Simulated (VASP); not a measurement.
# NaTl2Sb6Mo (Fm-3m) in VASP: single point with r2SCAN

Aim: the single point of NaTl2Sb6Mo with r2SCAN.

Everything below comes from runs of VASP 6.6.1. Logs are shortened: lines on timing, memory, paths and dates and some standing lists are left out, and cuts for length are marked.

### 1 The crystal as given

Symmetry: Fm-3m, No. 225, cubic system. Conventional cell: a = 10.074 Å, b = 10.074 Å, c = 10.074 Å, α = 90.00°, β = 90.00°, γ = 90.00°. Tl (site symmetry -43m) is surrounded by 12 Sb at 3.56 Å. Around Sb (site symmetry 4mm) lie 1 Mo at 2.37 Å and 1 Na at 2.67 Å. Around Na (site symmetry m-3m) lie 6 Sb at 2.67 Å. Mo (site symmetry m-3m) has 6 Sb at 2.37 Å as nearest neighbours.

The cell was built by a generator and needn't be a form met in nature.

### 2 Single point, r2SCAN

POSCAR

```
NaTl2Sb6Mo
1.0
    0.0000000000      5.0368116400      5.0368116400
    5.0368116400      0.0000000000      5.0368116400
    5.0368116400      5.0368116400      0.0000000000
Tl Sb Na Mo
2 6 1 1
Direct
    0.2500000000      0.2500000000      0.2500000000
    0.7500000000      0.7500000000      0.7500000000
    0.7650000000      0.2350000000      0.2350000000
    0.2350000000      0.7650000000      0.2350000000
    0.2350000000      0.7650000000      0.7650000000
    0.7650000000      0.2350000000      0.7650000000
    0.2350000000      0.2350000000      0.7650000000
    0.7650000000      0.7650000000      0.2350000000
    0.5000000000      0.5000000000      0.5000000000
    0.0000000000      0.0000000000      0.0000000000
```

INCAR.step1

```
  ALGO = Normal
  EDIFF = 1E-4
  ENCUT = 520
  GGA = PE
  ISMEAR = -5
  LASPH = True
  LCHARG = False
  LMAXMIX = 4
  LREAL = False
  LWAVE = True
  NBANDS = 50
  NELM = 100
  PREC = Accurate
  SIGMA = 0.1
```

INCAR.step2

```
  ALGO = Normal
  EDIFF = 1E-6
  ENCUT = 520
  ISIF = 2
  ISMEAR = -5
  ISTART = 1
  LASPH = True
  LCHARG = False
  LMAXMIX = 4
  LMIXTAU = True
  LORBIT = 11
  LREAL = False
  LWAVE = False
  METAGGA = R2SCAN
  NBANDS = 50
  NELM = 100
  PREC = Accurate
  SIGMA = 0.1
```

KPOINTS

```
k-points
0
Gamma
  5 5 5
```

Potentials or basis: VASP PAW PBE potentials, release 64 (Tl_d, Sb, Na_pv, Mo_sv).

Launch:

```
cat potpaw_PBE.64/Tl_d/POTCAR potpaw_PBE.64/Sb/POTCAR potpaw_PBE.64/Na_pv/POTCAR potpaw_PBE.64/Mo_sv/POTCAR > POTCAR
cp INCAR.step1 INCAR
mpirun -np 1 vasp_std > vasp.out
cp INCAR.step2 INCAR
mpirun -np 1 vasp_std > vasp.out
```

OUTCAR:

```text
EDIFF = 1E-6
   ENCUT = 520
   ISIF = 2
   ISMEAR = -5
   ISTART = 1
   LASPH = True
   LORBIT = 11
   LREAL = False
   METAGGA = R2SCAN
   NELM = 100
   PREC = Accurate

 ion  position               nearest neighbor table
   1  0.250  0.250  0.250-   3 3.56   6 3.56   8 3.56   4 3.56   5 3.56   8 3.56   5 3.56   6 3.56
                             7 3.56   3 3.56   4 3.56   7 3.56
   2  0.750  0.750  0.750-   5 3.56   6 3.56   8 3.56   3 3.56   4 3.56   8 3.56   3 3.56   6 3.56
                             7 3.56   4 3.56   5 3.56   7 3.56
   3  0.765  0.235  0.235-  10 2.37   9 2.67   7 3.35   8 3.35   4 3.35   6 3.35   2 3.56   2 3.56
                             1 3.56   1 3.56   8 3.78   4 3.78   7 3.78   6 3.78
   4  0.235  0.765  0.235-  10 2.37   9 2.67   7 3.35   8 3.35   3 3.35   5 3.35   2 3.56   2 3.56
                             1 3.56   1 3.56   5 3.78   3 3.78   7 3.78   8 3.78
   5  0.235  0.765  0.765-  10 2.37   9 2.67   7 3.35   8 3.35   4 3.35   6 3.35   2 3.56   2 3.56
                             1 3.56   1 3.56   6 3.78   4 3.78   8 3.78   7 3.78
   6  0.765  0.235  0.765-  10 2.37   9 2.67   7 3.35   8 3.35   3 3.35   5 3.35   2 3.56   2 3.56
                             1 3.56   1 3.56   3 3.78   5 3.78   8 3.78   7 3.78
   7  0.235  0.235  0.765-  10 2.37   9 2.67   5 3.35   6 3.35   3 3.35   4 3.35   2 3.56   2 3.56
                             1 3.56   1 3.56   3 3.78   6 3.78   5 3.78   4 3.78
   8  0.765  0.765  0.235-  10 2.37   9 2.67   5 3.35   6 3.35   3 3.35   4 3.35   2 3.56   2 3.56
                             1 3.56   1 3.56   3 3.78   5 3.78   6 3.78   4 3.78
   9  0.500  0.500  0.500-   3 2.67   4 2.67   5 2.67   6 2.67   7 2.67   8 2.67
  10  0.000  0.000  0.000-   3 2.37   4 2.37   5 2.37   6 2.37   7 2.37   8 2.37

  LATTYP: Found a face centered cubic cell.
 ALAT       =    10.0736232800

  Lattice vectors:

 A1 = (   0.0000000000,   5.0368116400,   5.0368116400)
 A2 = (   5.0368116400,   0.0000000000,   5.0368116400)
 A3 = (   5.0368116400,   5.0368116400,   0.0000000000)

Analysis of symmetry for initial positions (statically):
=====================================================================
 Subroutine PRICEL returns:
 Original cell was already a primitive cell.

 Routine SETGRP: Setting up the symmetry group for a
 face centered cubic supercell.

 Subroutine GETGRP returns: Found 48 space group operations
 (whereof 48 operations were pure point group operations)
 out of a pool of 48 trial point group operations.

The static configuration has the point symmetry O_h .

Analysis of symmetry for dynamics (positions and initial velocities):
=====================================================================
 Subroutine PRICEL returns:
 Original cell was already a primitive cell.

 Routine SETGRP: Setting up the symmetry group for a
 face centered cubic supercell.

 Subroutine GETGRP returns: Found 48 space group operations
 (whereof 48 operations were pure point group operations)
 out of a pool of 48 trial point group operations.

The dynamic configuration has the point symmetry O_h .

 Subroutine INISYM returns: Found 48 space group operations
 (whereof 48 operations are pure point group operations),
 and found     1 'primitive' translations

----------------------------------------------------------------------------------------

                                     Primitive cell

  volume of cell :     255.5625

  direct lattice vectors                    reciprocal lattice vectors
     0.000000000  5.036811640  5.036811640    -0.099269148  0.099269148  0.099269148
     5.036811640  0.000000000  5.036811640     0.099269148 -0.099269148  0.099269148
     5.036811640  5.036811640  0.000000000     0.099269148  0.099269148 -0.099269148

  length of vectors
     7.123127332  7.123127332  7.123127332     0.171939208  0.171939208  0.171939208

  position of ions in fractional coordinates (direct lattice)
     0.250000000  0.250000000  0.250000000
     0.750000000  0.750000000  0.750000000
     0.765000000  0.235000000  0.235000000
     0.235000000  0.765000000  0.235000000
     0.235000000  0.765000000  0.765000000
     0.765000000  0.235000000  0.765000000
     0.235000000  0.235000000  0.765000000
     0.765000000  0.765000000  0.235000000
     0.500000000  0.500000000  0.500000000
     0.000000000  0.000000000  0.000000000

  ion indices of the primitive-cell ions
   primitive index   ion index
                 1           1
                 2           2
                 3           3
                 4           4
                 5           5
                 6           6
                 7           7
                 8           8
                 9           9
                10          10

----------------------------------------------------------------------------------------

 KPOINTS: k-points

Automatic generation of k-mesh.
 Grid dimensions read from file:
 generate k-points for:    5    5    5

 Generating k-lattice:

  Cartesian coordinates                     Fractional coordinates (reciprocal lattice)
    -0.019853830  0.019853830  0.019853830     0.200000000  0.000000000  0.000000000
     0.019853830 -0.019853830  0.019853830     0.000000000  0.200000000  0.000000000
     0.019853830  0.019853830 -0.019853830     0.000000000  0.000000000  0.200000000

  Length of vectors
     0.034387842  0.034387842  0.034387842

  Shift w.r.t. Gamma in fractional coordinates (k-lattice)
     0.000000000  0.000000000  0.000000000

 TETIRR: Found     24 inequivalent tetrahedra from      750

 Subroutine IBZKPT returns following result:
 ===========================================

 Found     10 irreducible k-points:

 Following reciprocal coordinates:
            Coordinates               Weight
  0.000000  0.000000  0.000000      1.000000
  0.200000  0.000000  0.000000      8.000000
  0.400000  0.000000  0.000000      8.000000
  0.200000  0.200000  0.000000      6.000000
  0.400000  0.200000  0.000000     24.000000
 -0.400000  0.200000  0.000000     24.000000
 -0.200000  0.200000  0.000000     12.000000
  0.400000  0.400000  0.000000      6.000000
 -0.400000  0.400000  0.000000     12.000000
 -0.400000  0.400000  0.200000     24.000000
   k-points           NKPTS =     10   k-points in BZ     NKDIM =     10   number of bands    NBANDS=     50
   number of dos      NEDOS =    301   number of ions     NIONS =     10
   total plane-waves  NPLWV = 157464
   dimension x,y,z NGX =    54 NGY =   54 NGZ =   54
   dimension x,y,z NGXF=   108 NGYF=  108 NGZF=  108
   ions per type =               2   6   1   1
   NGX,Y,Z   is equivalent  to a cutoff of  12.60, 12.60, 12.60 a.u.
   NGXF,Y,Z  is equivalent  to a cutoff of  25.21, 25.21, 25.21 a.u.
 SYSTEM =  unknown system
   PREC   = accura    normal or accurate (medium, high low for compatibility)
   ISTART =      1    job   : 0-new  1-cont  2-samecut
   ICHARG =      0    charge: 1-file 2-atom 10-const
   ISPIN  =      1    spin polarized calculation?
   LNONCOLLINEAR =      F non collinear calculations
   LSORBIT =      F    spin-orbit coupling
   LASPH  =      T    aspherical Exc in radial PAW
   ENCUT  =  520.0 eV  38.22 Ry    6.18 a.u.  13.24 13.24 13.24*2*pi/ulx,y,z
   NELM   =    100;   NELMIN=  2; NELMDL=  0     # of ELM steps
   EDIFF  = 0.1E-05   stopping-criterion for ELM
   LREAL  =      F    real-space projection
[... 7 lines left out ...]
   TEBEG  =    0.0;   TEEND  =   0.0 temperature during run
   PSTRESS=    0.0 pullay stress
   NELECT =      77.0000    total number of electrons
   NUPDOWN=      -1.0000    fix difference up-down
   EMIN   =  10.00;   EMAX   =-10.00  energy-range for DOS
   EFERMI =   0.00;   METHOD = LEGACY
   ISMEAR =    -5;   SIGMA  =   0.10  broadening in eV -4-tet -1-fermi 0-gaus
   EFERMI_NEDOS =   21; number of points for ismear=-14 and -15
   IALGO  =     38    algorithm
   IMIX   =      4    mixing-type and parameters
     AMIX     =   0.40;   BMIX     =  1.00
     AMIX_MAG =   1.60;   BMIX_MAG =  1.00
  volume/ion in A,a.u.               =      25.56       172.46
  Fermi-wavevector in a.u.,A,eV,Ry     =   1.097504  2.073981 16.388416  1.204515
  Thomas-Fermi vector in A             =   2.233865
   LORBIT       =     11    0 simple, 1 ext, 2 COOP (PROOUT), +10 PAW based schemes
   METAGGA = R2SCAN    functional components
   LHFCALC =     F    Hartree Fock is set to
   AEXX    =    0.0000 exact exchange contribution
   IVDW    =     0    specifies the selected vdW correction
   LEPSILON=     F    determine dielectric tensor
   LRPA    =     F    only Hartree local field effects (RPA)
 non-spin polarized calculation
 Fermi weights with tetrahedron method with Bloechl corrections
  energy-cutoff  :      520.00
  volume of cell :      255.56
 maximum number of plane-waves:      6901
 NGX is ok and might be reduce to    54
   NGX = 27   NGY = 27   NGZ = 27

 number of electron      77.0000008 magnetization

 Free energy of the ion-electron system (eV)
  ---------------------------------------------------
  ext. energy  EPLUGINS =         0.00000000
  ---------------------------------------------------
  free energy    TOTEN  =      -282.31191391 eV

  energy without entropy =     -282.31191391  energy(sigma->0) =     -282.31191391

 E-fermi :   7.7115     XC(G=0): -10.6599

 val. band max:        7.7703554174   @ k =   0.4000   0.0000   0.0000
 cond. band min:       7.6906237388   @ k =   0.4000   0.4000   0.0000
 fundamental gap:     -0.0797316786
 Fermi energy:         7.7114644873

 k-point     1 :       0.0000    0.0000    0.0000
  band No.  band energies     occupation
      1     -54.8896      2.00000
      2     -28.6612      2.00000
      3     -28.6612      2.00000
      4     -28.6612      2.00000
      5     -17.6605      2.00000
      6     -17.6602      2.00000
[... 42 lines left out ...]
     49      13.4724      0.00000
     50      13.4732      0.00000

 k-point     2 :       0.2000    0.0000    0.0000
  band No.  band energies     occupation
      1     -54.8896      2.00000
      2     -28.6612      2.00000
      3     -28.6612      2.00000
      4     -28.6612      2.00000
      5     -17.6605      2.00000
      6     -17.6602      2.00000
[... 42 lines left out ...]
     49      12.5871      0.00000
     50      12.5871      0.00000

 k-point     3 :       0.4000    0.0000    0.0000
  band No.  band energies     occupation
      1     -54.8896      2.00000
      2     -28.6612      2.00000
      3     -28.6612      2.00000
      4     -28.6612      2.00000
      5     -17.6605      2.00000
      6     -17.6602      2.00000
[... 360 lines left out ...]
     49      11.1553      0.00000
     50      11.5963      0.00000

 k-point    10 :      -0.4000    0.4000    0.2000
  band No.  band energies     occupation
      1     -54.8896      2.00000
      2     -28.6612      2.00000
      3     -28.6612      2.00000
      4     -28.6612      2.00000
      5     -17.6606      2.00000
      6     -17.6602      2.00000
[... 42 lines left out ...]
     49      10.9554      0.00000
     50      11.2707      0.00000

------------------------ aborting loop because EDIFF is reached ----------------------------------------

  FORCE on cell =-STRESS in cart. coord.  units (eV):
  Direction    XX          YY          ZZ          XY          YZ          ZX
  --------------------------------------------------------------------------------------
  -------------------------------------------------------------------------------------
  Total       29.9739543     29.9739543     29.9739543      0.0000000     -0.0000000     -0.0000000
  in kB      187.9132903    187.9132903    187.9132903      0.0000000     -0.0000000     -0.0000000
  external PRESSURE =     187.9132903 kB  Pullay stress =       0.0000000 kB

 VOLUME and BASIS-vectors are now :
 -----------------------------------------------------------------------------
  energy-cutoff  :      520.00
  volume of cell :      255.56
      direct lattice vectors                 reciprocal lattice vectors
     0.000000000  5.036811640  5.036811640    -0.099269148  0.099269148  0.099269148
     5.036811640  0.000000000  5.036811640     0.099269148 -0.099269148  0.099269148
     5.036811640  5.036811640  0.000000000     0.099269148  0.099269148 -0.099269148

 POSITION                                       TOTAL-FORCE (eV/Angst)
 -----------------------------------------------------------------------------------
      2.51841      2.51841      2.51841        -0.000000      0.000000     -0.000000
      7.55522      7.55522      7.55522        -0.000000     -0.000000     -0.000000
      2.36730      5.03681      5.03681         3.998382     -0.000000     -0.000000
      5.03681      2.36730      5.03681        -0.000000      3.998382     -0.000000
      7.70632      5.03681      5.03681        -3.998382     -0.000000     -0.000000
      5.03681      7.70632      5.03681        -0.000000     -3.998382     -0.000000
      5.03681      5.03681      2.36730        -0.000000     -0.000000      3.998382
      5.03681      5.03681      7.70632        -0.000000     -0.000000     -3.998382
      5.03681      5.03681      5.03681        -0.000000     -0.000000     -0.000000
      0.00000      0.00000      0.00000        -0.000000     -0.000000     -0.000000
 -----------------------------------------------------------------------------------
    total drift:                                0.000000      0.000000      0.000000

  FREE ENERGIE OF THE ION-ELECTRON SYSTEM (eV)
  ---------------------------------------------------
  free  energy   TOTEN  =      -282.3119139134 eV

  energy  without entropy=     -282.3119139134  energy(sigma->0) =     -282.31191391

 total charge

# of ion       s       p       d       tot
------------------------------------------
    1        1.230   0.286   9.646  11.161
    2        1.230   0.286   9.646  11.161
    3        1.212   1.233   0.053   2.497
    4        1.212   1.233   0.053   2.497
    5        1.212   1.233   0.053   2.497
    6        1.212   1.233   0.053   2.497
    7        1.212   1.233   0.053   2.497
    8        1.212   1.233   0.053   2.497
    9        0.117   6.060   0.000   6.177
   10        2.411   6.297   4.825  13.532
--------------------------------------------------
tot         12.258  20.323  24.432  57.014
```

Run time: 9.4 min. Hardware: 1 thread of Intel Xeon Platinum 8488C (Sapphire Rapids), shared host; peak memory 0.48 GiB.

What came out:

* Free energy: -282.3119 eV
* Pressure: 18.8 GPa
* Largest force: 3.998 eV/Å
* Band gap on the k mesh: none (metal or under the smearing width)
* Valence electrons inside the program's atomic spheres: Tl 11.16; Sb 2.50; Na 6.18; Mo 13.53

Forces on the atoms (eV/Å):
```
Tl   0.000  0.000  0.000
Tl   0.000  0.000  0.000
Sb   3.998  0.000  0.000
Sb   0.000  3.998  0.000
Sb  -3.998  0.000  0.000
Sb   0.000 -3.998  0.000
Sb   0.000  0.000  3.998
Sb   0.000  0.000 -3.998
Na   0.000  0.000  0.000
Mo   0.000  0.000  0.000
```

Caveat: so large a pressure means that the cell lies far from this level's equilibrium, or that cutoff or potentials fall short; the potentials were made for another functional, which shifts forces and pressure; tetrahedron occupations give inexact forces and stress in metals. The run has no spin-orbit coupling, so splittings on Sb, Tl are missing.
